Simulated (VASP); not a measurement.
These are vdW-DF-cx, VASP's PBE PAW potentials (set 64) (plane waves; VASP) values and carry that method's errors.

VASP ran on this input.

**KPOINTS**
```
Automatic mesh
0
Gamma
7 7 7
0 0 0
```

### INCAR
```
ALGO  =  Normal
PREC  =  Accurate
LASPH  =  .True.   ! aspherical one-centre terms
AGGAC  =  0.0
SIGMA  =  0.1   ! width (eV)
EDIFF  =  1E-6   ! SCF stop (eV)
IBRION  =  2
LWAVE  =  .False.
NELM  =  100
SYSTEM  =  Al3Sc
NSW  =  60
EDIFFG  =  -0.02
GGA  =  CX
LUSE_VDW  =  .True.
ISIF  =  3   ! ions, shape and volume
ENCUT  =  520
ISMEAR  =  1
LCHARG  =  .False.
LMAXMIX  =  4
LREAL  =  .False.
```

### POSCAR
```
Al3Sc
1.0
  4.0638445191   0.0000000000   0.0000000000
  0.0000000000   4.0638445191   0.0000000000
  0.0000000000   0.0000000000   4.0638445191
Sc Al
1 3
Direct
  0.0000000000   0.0000000000   0.0000000000
  0.0000000000   0.5000000000   0.5000000000
  0.5000000000   0.0000000000   0.5000000000
  0.5000000000   0.5000000000   0.0000000000
```

POTCAR, in this order: Sc_sv Al (PBE.64 set). Program: vasp_std.

The resulting files:

### OSZICAR
```
       N       E                     dE             d eps       ncg     rms          rms(c)
DAV:   1     0.119285291783E+03    0.11929E+03   -0.84462E+03   560   0.130E+03
DAV:   2    -0.634017408311E+01   -0.12563E+03   -0.12393E+03   560   0.364E+02
DAV:   3    -0.143339552887E+02   -0.79938E+01   -0.77238E+01   904   0.762E+01
DAV:   4    -0.144675226205E+02   -0.13357E+00   -0.13313E+00   768   0.955E+00
DAV:   5    -0.144701362827E+02   -0.26137E-02   -0.26122E-02   810   0.137E+00    0.948E+00
DAV:   6    -0.135780286210E+02    0.89211E+00   -0.46478E+00   928   0.256E+01    0.350E+00
DAV:   7    -0.135359034156E+02    0.42125E-01   -0.94906E-02   644   0.273E+00    0.198E+00
DAV:   8    -0.135181513200E+02    0.17752E-01   -0.35433E-02   878   0.178E+00    0.227E-01
DAV:   9    -0.135178906758E+02    0.26064E-03   -0.28109E-03   686   0.441E-01    0.870E-02
DAV:  10    -0.135178546342E+02    0.36042E-04   -0.18015E-04   834   0.134E-01    0.702E-02
DAV:  11    -0.135178497294E+02    0.49048E-05   -0.33664E-05   734   0.407E-02    0.331E-02
DAV:  12    -0.135178474716E+02    0.22577E-05   -0.11187E-05   874   0.343E-02    0.502E-03
DAV:  13    -0.135178474529E+02    0.18758E-07   -0.36785E-07   370   0.707E-03
   1 F= -.13517847E+02 E0= -.13517505E+02  d E =-.135178E+02
       N       E                     dE             d eps       ncg     rms          rms(c)
DAV:   1    -0.135823778155E+02   -0.64530E-01   -0.16330E+00   686   0.200E+01    0.199E+00
DAV:   2    -0.135287240884E+02    0.53654E-01   -0.46529E-01   880   0.907E+00    0.390E-01
DAV:   3    -0.135229612068E+02    0.57629E-02   -0.23666E-02   922   0.133E+00    0.237E-01
DAV:   4    -0.135216270365E+02    0.13342E-02   -0.36472E-03   778   0.607E-01    0.895E-02
DAV:   5    -0.135215998597E+02    0.27177E-04   -0.33521E-04   852   0.210E-01    0.323E-02
DAV:   6    -0.135215879076E+02    0.11952E-04   -0.54067E-05   928   0.748E-02    0.140E-02
DAV:   7    -0.135215879052E+02    0.24013E-08   -0.90979E-07   406   0.715E-03
   2 F= -.13521588E+02 E0= -.13521237E+02  d E =-.374045E-02
       N       E                     dE             d eps       ncg     rms          rms(c)
DAV:   1    -0.135274291244E+02   -0.58412E-02   -0.13835E-01   680   0.585E+00    0.567E-01
DAV:   2    -0.135228323662E+02    0.45968E-02   -0.32572E-02   856   0.243E+00    0.109E-01
DAV:   3    -0.135224527077E+02    0.37966E-03   -0.13612E-03   882   0.307E-01    0.692E-02
DAV:   4    -0.135223446182E+02    0.10809E-03   -0.28547E-04   686   0.202E-01    0.283E-02
DAV:   5    -0.135223451765E+02   -0.55836E-06   -0.15311E-05   704   0.397E-02    0.466E-03
DAV:   6    -0.135223453147E+02   -0.13818E-06   -0.71628E-07   328   0.864E-03
   3 F= -.13522345E+02 E0= -.13521998E+02  d E =-.449786E-02
```

File OUTCAR:
```
------------------------ aborting loop because EDIFF is reached ----------------------------------------
  FORCE on cell =-STRESS in cart. coord.  units (eV):
  Direction    XX          YY          ZZ          XY          YZ          ZX
  --------------------------------------------------------------------------------------
  Total        0.0025514      0.0025514      0.0025514     -0.0000000      0.0000000      0.0000000
  in kB        0.0599905      0.0599905      0.0599905     -0.0000000      0.0000000      0.0000000
  external PRESSURE =       0.0599905 kB  Pullay stress =       0.0000000 kB
  volume of cell :       68.14
      direct lattice vectors                 reciprocal lattice vectors
     4.084442986  0.000000000  0.000000000     0.244831426 -0.000000000 -0.000000000
     0.000000000  4.084442986 -0.000000000    -0.000000000  0.244831426  0.000000000
     0.000000000 -0.000000000  4.084442986    -0.000000000  0.000000000  0.244831426
 POSITION                                       TOTAL-FORCE (eV/Angst)
 -----------------------------------------------------------------------------------
      0.00000      0.00000      0.00000        -0.000000      0.000000      0.000000
      0.00000      2.04222      2.04222         0.000000     -0.000000      0.000000
      2.04222     -0.00000      2.04222         0.000000     -0.000000      0.000000
      2.04222      2.04222      0.00000         0.000000     -0.000000      0.000000
 -----------------------------------------------------------------------------------
    total drift:                               -0.000000     -0.000000      0.000000
  FREE ENERGIE OF THE ION-ELECTRON SYSTEM (eV)
  ---------------------------------------------------
  free  energy   TOTEN  =       -13.5223453147 eV

  energy  without entropy=      -13.5213046926  energy(sigma->0) =      -13.52199844

 reached required accuracy - stopping structural energy minimisation
```
(Selected blocks of OUTCAR.)

File CONTCAR:
```
Al3Sc
   1.00000000000000
     4.0844429858829434    0.0000000000000000    0.0000000000000000
     0.0000000000000000    4.0844429858829434   -0.0000000000000000
     0.0000000000000000   -0.0000000000000000    4.0844429858829434
  Sc              Al
     1     3
Direct
     0.0000000000000000    0.0000000000000000    0.0000000000000000
     0.0000000000000000    0.5000000000000000    0.5000000000000000
     0.5000000000000000    0.0000000000000000    0.5000000000000000
     0.5000000000000000    0.5000000000000000    0.0000000000000000
```

File OUTCAR:
```
 val. band max:        7.1008950918   @ k =   0.4286   0.4286   0.1429

 cond. band min:       7.1958909554   @ k =   0.2857   0.0000   0.0000


 Fermi energy:         7.1341008905

 k-point     1 :       0.0000    0.0000    0.0000
  band No.  band energies     occupation
      1     -41.5309      2.00000
      2     -20.3508      2.00000
      3     -20.3508      2.00000
      4     -20.3508      2.00000
      5      -2.7554      2.00000
      6       4.6552      2.00000
      7       4.6552      2.00000
      8       5.4471      2.00000
      9       5.4471      2.00000
     10       5.4471      2.00000
     11       8.5415     -0.00000
     12       8.5415     -0.00000
     13       8.5415     -0.00000
     14       8.5520     -0.00000

 k-point     2 :       0.1429    0.0000    0.0000
  band No.  band energies     occupation
      1     -41.5306      2.00000
      2     -20.3570      2.00000
      3     -20.3502      2.00000
      4     -20.3502      2.00000
      5      -2.5672      2.00000
      6       3.3888      2.00000
      7       4.8006      2.00000
      8       5.4676      2.00000
      9       5.4676      2.00000
     10       6.2574      2.00000
     11       8.4435     -0.00000
     12       8.4435     -0.00000
     13       8.5994     -0.00000
     14       9.2643      0.00000

 k-point     3 :       0.2857    0.0000    0.0000
  band No.  band energies     occupation
      1     -41.5300      2.00000
      2     -20.3710      2.00000
      3     -20.3491      2.00000
      4     -20.3491      2.00000
      5      -2.0155      2.00000
      6       1.7410      2.00000
      7       5.2038      2.00000
      8       5.5069      2.00000
      9       5.5069      2.00000
     10       7.1959      0.14423
     11       8.3026     -0.00000
     12       8.3026     -0.00000
     13       8.7380     -0.00000
     14       9.4033      0.00000

 k-point     4 :       0.4286    0.0000    0.0000
  band No.  band energies     occupation
...
```

The compound is Al3Sc in the L1_2 structure. This run relaxes it. Symmetry was kept, so distortions that lower it aren't found. The start is the result of an earlier pass.
